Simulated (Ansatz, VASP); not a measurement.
**TaN: VASP beside Ansatz**

Wanted: the spread between two codes on one cell, functional and k mesh. Of the first pair: The cell is taken from a series of runs on this material, whose earlier steps may have relaxed, scaled, displaced or heated it; both programs get it as it stands.

Main program and level: Ansatz 0.2.0; plane waves, with VASP 6.6.1 beside it; relaxation of cell and atoms at PBEsol and single point at PBEsol.

## 1. Starting point

Symmetry: Fm-3m, No. 225, cubic system. The conventional cell has a = 4.374 Å, b = 4.374 Å, c = 4.374 Å, α = 90.00°, β = 90.00°, γ = 90.00°. Nearest to Ta lie 6 N at 2.19 Å. Nearest to N lie 6 Ta at 2.19 Å. Farther neighbours and most contacts between anions are not listed.

As a file:

```cif
data_structure
_symmetry_space_group_name_H-M 'P 1'
_symmetry_Int_Tables_number 1
_cell_length_a 3.0932
_cell_length_b 3.0932
_cell_length_c 3.0932
_cell_angle_alpha 60.000
_cell_angle_beta 60.000
_cell_angle_gamma 60.000
_cell_volume 20.93
loop_
_atom_site_label
_atom_site_type_symbol
_atom_site_fract_x
_atom_site_fract_y
_atom_site_fract_z
_atom_site_occupancy
Ta1 Ta 0.00000 0.00000 0.00000 1
N2 N 0.50000 0.50000 0.50000 1
```

## 2. VASP: relaxation of cell and atoms, PBEsol

The relaxed volume is the usual yardstick between codes: in a stiff, nearly cubic crystal its relative difference is about their pressure difference at one cell divided by the bulk modulus.

Lines of VASP's logs that name or quote its potential files are left out, and so is its time.

Contents of INCAR:

```
SYSTEM = TaN
PREC = Accurate
ENCUT = 600
EDIFF = 1E-07
NELM = 120
ISMEAR = -1
SIGMA = 0.05
LREAL = .FALSE.
ALGO = Normal
GGA = PS
NBANDS = 14
LASPH = .TRUE.
LORBIT = 11
LWAVE = .FALSE.
LCHARG = .FALSE.
ISIF = 3
IBRION = 2
NSW = 80
EDIFFG = -0.005
GGA_COMPAT = .FALSE.
NELMIN = 4
KPAR = 2
```

Contents of POSCAR:

```
TaN
1.0
    0.0000000000      2.1872257042      2.1872257042
    2.1872257042      0.0000000000      2.1872257042
    2.1872257042      2.1872257042      0.0000000000
Ta N
1 1
Direct
    0.0000000000      0.0000000000      0.0000000000
    0.5000000000      0.5000000000      0.5000000000
```

Contents of KPOINTS:

```
Automatic mesh
0
Gamma
17 17 17
0 0 0
```

The projector-augmented-wave data sets are Ta_pv and N (PBE family, release 64).

Launch:

```bash
mpirun -np 2 vasp_std
```

Numbers of over 12 decimals in the logs are rounded to 6 here.

What it wrote:

```text
[banner, memory and clock lines left out]
running    2 mpi-ranks, on    1 nodes
 distrk:  each k-point on    1 cores,    2 groups
 distr:  one band on    1 cores,    1 groups

 POSCAR found type information on POSCAR TaN
 POSCAR found :  2 types and       2 ions
|                                                                             |
|               ----> ADVICE to this user running VASP <----                  |
|                                                                             |
|     You enforced a specific xc type in the INCAR file but a different       |
|     [... a line on the potential file left out ...]
|     I HOPE YOU KNOW WHAT YOU ARE DOING!                                     |
|                                                                             |

 LDA part: xc-table for (Slater+PW92), standard interpolation
 POSCAR, INCAR and KPOINTS ok, starting setup
 FFT: planning ... GRIDC
 FFT: planning ... GRID_SOFT
 FFT: planning ... GRID
 WAVECAR not read
 entering main loop
       N       E                     dE             d eps       ncg     rms          rms(c)
DAV:   1     0.104844048386E+03    0.10484E+03   -0.95222E+03  4626   0.133E+03
DAV:   2    -0.223049681195E+02   -0.12715E+03   -0.12047E+03  5730   0.346E+02
DAV:   3    -0.259868085412E+02   -0.36818E+01   -0.36343E+01  5400   0.577E+01
DAV:   4    -0.260069924040E+02   -0.20184E-01   -0.20172E-01  5322   0.443E+00
DAV:   5    -0.260071242708E+02   -0.13187E-03   -0.13187E-03  5384   0.319E-01    0.251E+01
DAV:   6    -0.233413065636E+02    0.26658E+01   -0.56902E+00  5444   0.277E+01    0.105E+01
DAV:   7    -0.232590498538E+02    0.82257E-01   -0.38070E-01  5700   0.599E+00    0.720E+00
DAV:   8    -0.232250779415E+02    0.33972E-01   -0.13709E-01  5550   0.342E+00    0.156E+00
DAV:   9    -0.232203265113E+02    0.47514E-02   -0.14265E-02  5130   0.106E+00    0.380E-01
DAV:  10    -0.232201802279E+02    0.14628E-03   -0.58307E-04  6240   0.298E-01    0.126E-01
DAV:  11    -0.232201406871E+02    0.39541E-04   -0.70856E-05  5286   0.895E-02    0.197E-02
DAV:  12    -0.232201405782E+02    0.10890E-06   -0.38728E-06  5922   0.206E-02    0.181E-03
DAV:  13    -0.232201404380E+02    0.14019E-06   -0.15276E-07  4694   0.335E-03    0.757E-04
DAV:  14    -0.232201404301E+02    0.79599E-08   -0.62146E-09  2976   0.106E-03
   1 F= -.23220140E+02 E0= -.23217408E+02  d E =-.232201E+02
 curvature:   0.00 expect dE= 0.000E+00 dE for cont linesearch  0.000E+00
 trial: gam= 0.00000 g(F)=  0.119E-59 g(S)=  0.168E-02 ort = 0.000E+00 (trialstep = 0.100E+01)
 search vector abs. value=  0.168E-02
 bond charge predicted
       N       E                     dE             d eps       ncg     rms          rms(c)
DAV:   1    -0.232271975694E+02   -0.70571E-02   -0.26690E-01  4872   0.607E+00    0.103E+00
DAV:   2    -0.232206893506E+02    0.65082E-02   -0.77047E-03  5532   0.915E-01    0.421E-01
DAV:   3    -0.232189665800E+02    0.17228E-02   -0.46489E-03  5640   0.716E-01    0.739E-02
DAV:   4    -0.232189732671E+02   -0.66871E-05   -0.40682E-05  5340   0.712E-02    0.404E-02
DAV:   5    -0.232189751462E+02   -0.18792E-05   -0.10821E-05  6402   0.336E-02    0.762E-03
DAV:   6    -0.232189749046E+02    0.24160E-06   -0.49127E-07  5624   0.711E-03    0.240E-03
DAV:   7    -0.232189749825E+02   -0.77892E-07   -0.12713E-08  3732   0.119E-03
   2 F= -.23218975E+02 E0= -.23216199E+02  d E =0.116545E-02
 trial-energy change:    0.001165  1 .order    0.001148   -0.001675    0.003972
 step:   0.2929(harm=  0.2967)  dis= 0.00000  next Energy=   -23.220385 (dE=-0.245E-03)
 bond charge predicted
       N       E                     dE             d eps       ncg     rms          rms(c)
DAV:   1    -0.232244845135E+02   -0.55096E-02   -0.13258E-01  4836   0.425E+00    0.734E-01
DAV:   2    -0.232212323016E+02    0.32522E-02   -0.38612E-03  5460   0.651E-01    0.298E-01
DAV:   3    -0.232203719656E+02    0.86034E-03   -0.23048E-03  5640   0.508E-01    0.537E-02
DAV:   4    -0.232203779677E+02   -0.60020E-05   -0.20016E-05  5326   0.508E-02    0.295E-02
DAV:   5    -0.232203831373E+02   -0.51696E-05   -0.55334E-06  6402   0.241E-02    0.526E-03
DAV:   6    -0.232203836407E+02   -0.50345E-06   -0.23811E-07  5506   0.501E-03    0.171E-03
DAV:   7    -0.232203835640E+02    0.76674E-07   -0.64272E-09  3696   0.857E-04
   3 F= -.23220384E+02 E0= -.23217639E+02  d E =-.243134E-03
 curvature:  -0.15 expect dE=-0.253E-08 dE for cont linesearch -0.253E-08
 trial: gam=-0.00318 g(F)=  0.176E-63 g(S)=  0.170E-07 ort = 0.534E-05 (trialstep = 0.859E+00)
 search vector abs. value=  0.100E-09
 reached required accuracy - stopping structural energy minimisation
```

From OUTCAR (step 2):

```text
ion  position               nearest neighbor table
   1  0.000  0.000  0.000-   2 2.19   2 2.19   2 2.19   2 2.19   2 2.19   2 2.19
   2  0.500  0.500  0.500-   1 2.19   1 2.19   1 2.19   1 2.19   1 2.19   1 2.19

  LATTYP: Found a face centered cubic cell.
 ALAT       =     4.3744514084

 Subroutine GETGRP returns: Found 48 space group operations
 (whereof 48 operations were pure point group operations)

The static configuration has the point symmetry O_h .

 Found    165 irreducible k-points:

   k-points           NKPTS =    165   k-points in BZ     NKDIM =    165   number of bands    NBANDS=     14

   dimension x,y,z NGX =    28 NGY =   28 NGZ =   28
   dimension x,y,z NGXF=    56 NGYF=   56 NGZF=   56

   ENCUT  =  600.0 eV  44.10 Ry    6.64 a.u.   6.18  6.18  6.18*2*pi/ulx,y,z

   NELECT =      16.0000    total number of electrons

 k-points in reciprocal lattice and weights: Automatic mesh
   0.00000000  0.00000000  0.00000000       0.000
   0.05882353  0.00000000  0.00000000       0.002
   0.11764706  0.00000000  0.00000000       0.002
   0.17647059  0.00000000  0.00000000       0.002
   0.23529412  0.00000000  0.00000000       0.002
   0.29411765  0.00000000  0.00000000       0.002
   0.35294118  0.00000000  0.00000000       0.002
   0.41176471  0.00000000  0.00000000       0.002
   0.47058824  0.00000000  0.00000000       0.002
[...]
-0.29411765  0.47058824  0.17647059       0.005
  -0.29411765  0.47058824  0.23529412       0.005

 average (electrostatic) potential at core
       1 -34.4362       2 -61.2195

 E-fermi :   9.5011

 k-point     1 :       0.0000    0.0000    0.0000
  band No.  band energies     occupation
    ...
      8       7.3553      2.00000
      9       7.3553      2.00000
     10       7.3553      2.00000
     11       9.5483      0.56038
     12       9.5483      0.56038
     13      11.1750      0.00000
     14      18.9021      0.00000

 k-point     2 :       0.0588    0.0000    0.0000
  band No.  band energies     occupation
    ...
      6       5.3732      2.00000
      7       5.3732      2.00000
      8       7.5013      2.00000
      9       7.5013      2.00000
     10       7.5734      2.00000
     11       9.9107      0.00055
     12       9.9107      0.00055
     13      11.4338      0.00000
     14      19.1696      0.00000

 k-point     3 :       0.1176    0.0000    0.0000
  band No.  band energies     occupation
    ...
      6       4.7018      2.00000
      7       4.7018      2.00000
      8       7.8407      2.00000
      9       7.8407      2.00000
     10       7.9034      2.00000
     11      10.8023      0.00000
     12      10.8023      0.00000
     13      12.1057      0.00000
     14      19.9185      0.00000

  Total        0.0004851      0.0004851      0.0004851     -0.0000000     -0.0000000      0.0000000
  in kB        0.0370186      0.0370186      0.0370186     -0.0000000     -0.0000000      0.0000000
  external PRESSURE =       0.0370186 kB  Pullay stress =       0.0000000 kB

  energy-cutoff  :      600.00
  volume of cell :       20.99
      direct lattice vectors                 reciprocal lattice vectors
     0.000000000  2.189576845  2.189576845    -0.228354625  0.228354625  0.228354625
     2.189576845  0.000000000  2.189576845     0.228354625 -0.228354625  0.228354625
     2.189576845  2.189576845  0.000000000     0.228354625  0.228354625 -0.228354625

 POSITION                                       TOTAL-FORCE (eV/Angst)
 -----------------------------------------------------------------------------------
      0.00000      0.00000      0.00000         0.000000     -0.000000     -0.000000
      2.18958      2.18958      2.18958        -0.000000      0.000000      0.000000
 -----------------------------------------------------------------------------------
    total drift:                                0.000000      0.000000      0.000000

  FREE ENERGIE OF THE ION-ELECTRON SYSTEM (eV)
  ---------------------------------------------------
  free  energy   TOTEN  =       -23.2203835640 eV

  energy  without entropy=      -23.2148937251  energy(sigma->0) =      -23.21763864

 reached required accuracy - stopping structural energy minimisation

 total charge
# of ion       s       p       d       tot
------------------------------------------
    1        0.277   6.230   2.474   8.981
    2        1.220   2.528   0.000   3.748
--------------------------------------------------
tot          1.497   8.759   2.474  12.730

[... 3 further parts left out ...]
```

CONTCAR:

```
TaN
   1.00000000000000
     0.0000000000000000    2.1895768449685931    2.1895768449685931
     2.1895768449685931    0.0000000000000000    2.1895768449685931
     2.1895768449685931    2.1895768449685931    0.0000000000000000
  Ta              N
     1     1
Direct
     0.0000000000000000    0.0000000000000000    0.0000000000000000
     0.5000000000000000    0.5000000000000000    0.5000000000000000
```

The PAW data sets were made with PBE, which is usual practice but a small mismatch for other functionals. The run keeps the 48 symmetry operations of its start, so it cannot find a distortion of lower symmetry.

## 3. Ansatz: relaxation of cell and atoms, PBEsol

Ansatz runs on its PAW soft_1 files.

The same cell, functional, mesh and smearing now go to Ansatz.

Contents of input.yaml:

```yaml
crystal:
  lattice:
    - [0.0, 2.1872257042, 2.1872257042]
    - [2.1872257042, 0.0, 2.1872257042]
    - [2.1872257042, 2.1872257042, 0.0]
  atoms:
    - { symbol: Ta, position: [0.0, 0.0, 0.0] }
    - { symbol: "N", position: [0.5, 0.5, 0.5] }
kpoints:
  mp_grid: { grid: [17, 17, 17] }
scf:
  occupations: { method: fermi_dirac, width: 0.05 }
hamiltonian:
  xc: pbesol
  pseudopotentials: { kind: paw, azcp: { folder: soft_1 }, xc_functional: pbe }
basis:
  ecutwfc: 600
output:
  forces: true
  stress: true
  write_density: true
  write_potential: true
  elf: true
  volumetric_format: npy
relax:
  f_tol: 0.005
  max_steps: 70
  cell: { stress_tol: 0.02, p_target: 0 }
```

Launch:

```bash
ansatz run input.yaml --threads 4 --pin off --max-ram 10240MiB --backend cpu --events-out ev --progress --plain --runs-dir out
```

What it wrote:

```text
Engine: ansatz 0.2.0, aarch64-unknown-linux-gnu
Pseudopotentials: kind: paw
Pseudopotential: Ta, paw, valence charge 13, recommended cutoff 420 eV (normal), soft_1/Ta.paw.azcp
Pseudopotential: N, paw, valence charge 5, recommended cutoff 420 eV (normal), soft_1/N.paw.azcp
Functional definition: PBEsol
  exchange = pbesol_x
  correlation = pbesol_c
Crystal: 2 atoms, lattice volume = 20.927 Å³
Basis set: ecut = 600 eV, 725 PW (Γ), exchange–correlation on 50×50×50 points (8 copies of the dense FFT grid, shifted against one another)
Bands: 13, of which v1, the nominal top of the filled ones, is band 9 counted from 1 (8 counted from 0)
Symmetry: 48 space group operations
Space group: Fm-3m (ITA 225), of the structure as read, at distance tolerance 2.8e-5 Å
k-points: 165 of 4913
Non-local potential: Ta, projectors of the file, l = 0: 3, l = 1: 2, l = 2: 2, l = 3: 1
Non-local potential: N, projectors of the file, l = 0: 2, l = 1: 2, l = 2: 1
PAW form: soft (Blöchl's): semilocal exchange-correlation on the pseudo side does not see the compensation charge
PAW frozen core: Ta, regenerated for the run's functional, and the local potential with it (the file was generated under x = pbe(κ = 0.804, μ = 0.219515), c = pbe(β = 0.066725))
PAW frozen core: N, regenerated for the run's functional, and the local potential with it (the file was generated under x = pbe(κ = 0.804, μ = 0.219515), c = pbe(β = 0.066725))
PAW one-centre angular grid: Ta, 590 points (default); XC on 64 Gauss nodes
PAW one-centre angular grid: N, 110 points (default); XC on 64 Gauss nodes
Initial density: superposition of atomic densities (chi_scale 0.1, normalization cell, long waves kept (reshape's long-wave potential 0.00 eV rms))
Initial wavefunctions: pseudopotential atomic-orbital guess
Functional: x = pbesol(κ = 0.804, μ = 0.123457), c = pbesol(β = 0.046)
SCF iter   1: F=—  HF=-10188.080670 eV  |F-HF|=—  |Δ(HF+E_count)|=         —  Δρ=4.81e-2  dr2=4.73e-1  ethr=3.10e-3  ⟨swp⟩=5.7  Hψ=22913  notcnv=0  defer=14
automatic band count: the SCF goes on with 17 bands, as 13 were too few: the levels above may hold too much charge
preconditioner: auto → none  [metal: Δε(μ)=0.082 eV  Ē_g=15.991 eV  σ=0.050 eV  W_gap=0.38  n_scr=8 (ndim 8)  ℏωp=25.7 eV  f_vac=0.000  D(μ)=0.60/eV (n_scr^D=0)  sad-step TF]
SCF iter   2: F=—  HF=-10188.054682 eV  |F-HF|=—  |Δ(HF+E_count)|=   2.60e-2  Δρ=3.42e-2  dr2=2.76e-1  ethr=2.63e-3  ⟨swp⟩=1.0  Hψ=4126  notcnv=0  defer=27
SCF iter   3: F=—  HF=-10187.992330 eV  |F-HF|=—  |Δ(HF+E_count)|=   6.24e-2  Δρ=3.03e-3  dr2=4.02e-4  ethr=1.53e-3  ⟨swp⟩=2.5  Hψ=3881  notcnv=0  defer=76
SCF iter   4: F=—  HF=-10187.992689 eV  |F-HF|=—  |Δ(HF+E_count)|=   3.60e-4  Δρ=5.59e-4  dr2=7.63e-5  ethr=2.23e-6  ⟨swp⟩=2.6  Hψ=5019  notcnv=0  defer=341
SCF iter   5: F=—  HF=-10187.992677 eV  |F-HF|=—  |Δ(HF+E_count)|=   1.27e-5  Δρ=3.44e-5  dr2=1.24e-7  ethr=4.24e-7  ⟨swp⟩=1.9  Hψ=2991  notcnv=0  defer=342
SCF iter   6: F=-10187.992677 eV  HF=-10187.992677 eV  |F-HF|=8.55e-10  |Δ(HF+E_count)|=   2.36e-8  Δρ=4.18e-6  dr2=1.58e-9  ethr=5.56e-10  ⟨swp⟩=7.5  Hψ=12291  notcnv=0
SCF 1 converged in 6 iterations: F = -10187.992677 eV  dr2 = 1.58e-9
  greatest PAW one-centre occupation: 0.999 electrons in one spin orbital (limit 2), on the Ta atom at site 0 (counted from 0), in its partial waves of l = 0
relax step   1: F+E_penalty+E_count = -10187.99267668 eV  Δ(F+E_penalty+E_count) = +0.000e0 eV  max|allowed force component| = 6.311e-30 eV/Å  Δτ_max = 0.0000 Å  P = -0.002 GPa  Ω = 20.927 Å³  (6 SCF iters, dr2 threshold 1.00e-7 eV, accepted)
Bands: 17, of which v1, the nominal top of the filled ones, is band 9 counted from 1 (8 counted from 0)
Initial density: handed on by an earlier stage of this run
Initial wavefunctions: pseudopotential atomic-orbital guess (no wavefunctions were taken with the density)
iter 1 solved again at ethr=1.55e-8 eV; its pass at ethr=3.10e-3 eV (dr2=2.79e-6 eV) is discarded
SCF iter   1: F=—  HF=-10187.992676 eV  |F-HF|=—  |Δ(HF+E_count)|=         —  Δρ=4.15e-6  dr2=1.50e-9  ethr=1.55e-8  ⟨swp⟩=3.1  Hψ=20751  notcnv=0
preconditioner: auto → none  [metal: Δε(μ)=0.032 eV  Ē_g=15.727 eV  σ=0.050 eV  W_gap=0.16  n_scr=8 (ndim 8)  ℏωp=25.7 eV  f_vac=0.000  D(μ)=0.63/eV (n_scr^D=0)]
SCF iter   2: F=—  HF=-10187.992677 eV  |F-HF|=—  |Δ(HF+E_count)|=   2.07e-7  Δρ=1.91e-6  dr2=3.10e-10  ethr=8.31e-12  ⟨swp⟩=2.3  Hψ=4167  notcnv=0
iter 3 did not close the SCF: its close was put off for the readings that it lacked (scf_convergence_deferred on its scf_iter line)
SCF iter   3: F=-10187.992677 eV  HF=-10187.992677 eV  |F-HF|=5.46e-12  |Δ(HF+E_count)|=  1.27e-11  Δρ=1.68e-7  dr2=2.28e-12  ethr=1.72e-12  ⟨swp⟩=2.1  Hψ=3608  notcnv=0
iter 4 did not close the SCF: its close was put off for the readings that it lacked (scf_convergence_deferred on its scf_iter line)
SCF iter   4: F=-10187.992677 eV  HF=-10187.992677 eV  |F-HF|=5.46e-12  |Δ(HF+E_count)|=  3.64e-12  Δρ=3.32e-8  dr2=1.07e-13  ethr=1.00e-12  ⟨swp⟩=1.0  Hψ=2805  notcnv=0
iter 5 did not close the SCF: its close was put off for the readings that it lacked (scf_convergence_deferred on its scf_iter line)
SCF iter   5: F=-10187.992677 eV  HF=-10187.992677 eV  |F-HF|=1.82e-12  |Δ(HF+E_count)|=  7.28e-12  Δρ=6.28e-9  dr2=4.05e-15  ethr=1.00e-12  ⟨swp⟩=1.0  Hψ=2805  notcnv=0
iter 6 did not close the SCF: its close was put off for the readings that it lacked (scf_convergence_deferred on its scf_iter line)
SCF iter   6: F=-10187.992677 eV  HF=-10187.992677 eV  |F-HF|=9.09e-12  |Δ(HF+E_count)|=  1.82e-12  Δρ=1.42e-9  dr2=1.79e-16  ethr=1.00e-12  ⟨swp⟩=1.0  Hψ=2805  notcnv=0
SCF iter   7: F=-10187.992677 eV  HF=-10187.992677 eV  |F-HF|=0.00e0  |Δ(HF+E_count)|=  1.82e-12  Δρ=2.23e-10  dr2=7.40e-18  ethr=1.00e-12  ⟨swp⟩=1.7  Hψ=6789  notcnv=0
SCF 2 converged in 7 iterations: F = -10187.992677 eV  dr2 = 7.40e-18
relax step   2: F+E_penalty+E_count = -10187.99267669 eV  Δ(F+E_penalty+E_count) = -7.167e-10 eV  max|allowed force component| = 4.733e-30 eV/Å  Δτ_max = 0.0000 Å  P = -0.002 GPa  Ω = 20.927 Å³  stress off target by 1.83e-3 GPa  SCF on the basis re-selected at this cell (its energy is not comparable with the rows above)  (7 SCF iters)
basis re-selected at this cell: Δ(F+E_penalty+E_count) = -7.167e-10 eV, ΔP = +0.000 GPa vs the last step (what re-selecting the basis moved, of the pressure what is left beyond the Pulay correction that the steps carried, after the strain that the cell walked since its last selection, with what the two solves' SCF thresholds leave and, on support functions, any second-order correction that the steps lacked; it is no  [...]
SCF converged after 7 iterations
Free energy (F): -10187.992677 eV
Harris-Foulkes:  -10187.992677 eV  (|F-HF|=0.00e0)
Internal energy: -10187.987302 eV  (E = F + TS)
E sigma→0 (E₀):  -10187.989990 eV
Entropy (-TS):   -0.005374 eV (-2.687 meV/atom)
Fermi energy:    21.768353 eV
--- Per-component energies (eV) ---
  E_band       = -42.555242
  E_kinetic    = 525.664110
  E_local      = -559.671632  (includes V_loc(G=0)·N_el)
  E_nonlocal   = 26.521364
  E_hartree    = 200.485133
  E_xc         = -379.383642
  E_vxc        = -310.720804  (∫ρ·V_xc dr)
  E_paw        = -8304.730530  (= ΣΔE_a)
  E_vpaw       = -125.318587  (= ΣTr[D̂ρ^β])
  E_aug_tail   = 0.000042  (compensation charges beyond the density's cutoff)
  E_ewald      = -1697.113959
  E_core_change = 0.241812  (= ΣΔE_core)
  E_smearing   = -0.005374  (= −TS)
  E_closure    = 0.000000  (closes the sum)
  Σ components = -10187.992677   (vs F -10187.992677, Δ=0.00e0)
--- Forces (eV/Å), atoms counted from 1 ---
  atom   1  Ta    -0.00000000    -0.00000000     0.00000000
  atom   2  N      0.00000000    -0.00000000     0.00000000
  max |Σ_I F_I| component: 5.39e-30 eV/Å
--- Stress (GPa, compression-positive) ---
       -0.001826      -0.000000      -0.000000
       -0.000000      -0.001826       0.000000
        0.000000      -0.000000      -0.001826
  P = ⅓ Tr σ = -0.0018 GPa (-0.018 kbar)
--- Band table (eV; the first three rows and the last of 165) ---
  k-point 0: bands = [... 5 lower, 17.9329, 17.9329, 17.9329, 19.6283, 19.6283, 19.6283, 21.8376, 21.8376, ... 4 higher]
  k-point 1: bands = [... 5 lower, 17.4650, 17.6175, 17.6175, 19.7736, 19.7736, 19.8420, 22.1976, 22.1976, ... 4 higher]
  k-point 2: bands = [... 5 lower, 16.4975, 16.9495, 16.9495, 20.1134, 20.1134, 20.1683, 23.0861, 23.0861, ... 4 higher]
  k-point 164: bands = [... 5 lower, 14.1528, 14.9605, 14.9649, 21.2663, 21.9463, 25.4430, 25.9838, 26.5657, ... 4 higher]
--- Relaxed structure (1 steps of the walk, 1 accepted, 1 SCFs on fresh bases) ---
  F+E_penalty+E_count = -10187.99267669 eV   max|allowed force component| = 4.733e-30 eV/Å   (the final SCF, on the basis selected at the relaxed cell)
  cell:  # Å, volume = 20.9272 Å³
    - [0.0, 2.1872257042, 2.1872257042]
    - [2.1872257042, 0.0, 2.1872257042]
    - [2.1872257042, 2.1872257042, 0.0]
  atoms:
    - { symbol: Ta, position: [0.0, 0.0, 0.0] }
    - { symbol: N, position: [0.5, 0.5, 0.5] }
```

Reading the cycles: dr2 is the Hartree energy of the density residual (eV), the measure of convergence; HF is the Harris–Foulkes estimate of the energy, which meets the free energy F at convergence.

(Continued in part 2 of 2.)

[Lines on the potential files, build, host, timing and source positions are cut from VASP's logs without a mark.]

[Logs are printed without paths, hosts, clocks, repeated set-up lines and the standing remarks that a program may print on its own settings, such as how far it seeks lower states.]

[Hosts, paths, dates, database ids (printed as entryN), source tags and the programs' standing remarks are cut or masked in the printed files.]
